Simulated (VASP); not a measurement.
LiBiS3, 5 atoms in the cell. It takes space group Pm-3m (No. 221, cubic). Conventional cell: a = 4.561 Å, b = 4.561 Å, c = 4.561 Å, α = 90.00°, β = 90.00°, γ = 90.00°. Li (site symmetry m-3m) has 6 S at 2.28 Å as nearest neighbours. Around Bi (site symmetry m-3m) lie 12 S at 3.23 Å. S (site symmetry 4/mmm) has 2 Li at 2.28 Å as nearest neighbours. The cell was built by a generator and needn't be a form met in nature.

| Property | Result |
| --- | --- |
| Program | VASP 6.6.1 |
| Task | relaxation of cell and atoms |
| Functional | PBE |
| Potentials or basis | VASP PAW PBE potentials, release 64 (Li_sv_GW, Bi_d_GW, S_GW) |
| Cutoff | 900 eV |
| k mesh | 5 × 5 × 5 |
| Occupations | fermi-dirac, width 0.05 eV |
| Spin | no spin polarisation |
| Further INCAR settings | ALGO = Normal; EDIFF = 1e-06; IBRION = 2; EDIFFG = -0.01; NSW = 40; ISIF = 3 |

Potentials or basis: VASP PAW PBE potentials, release 64 (Li_sv_GW, Bi_d_GW, S_GW).

The run is started by

```console
$ cat potpaw_PBE.64/Li_sv_GW/POTCAR potpaw_PBE.64/Bi_d_GW/POTCAR potpaw_PBE.64/S_GW/POTCAR > POTCAR
$ mpirun -np 1 vasp_std > vasp.out
```

Hardware: 1 thread of AMD EPYC 9R45 (Zen 5), with other jobs on the host.

**Question.** Estimate the wall time of this run.

**Answer.** It took 49 s on 1 thread of AMD EPYC 9R45 (Zen 5), with other jobs on the host, peak memory 0.34 GiB. Counts: scf iterations 14, k points 10, ion steps 1.
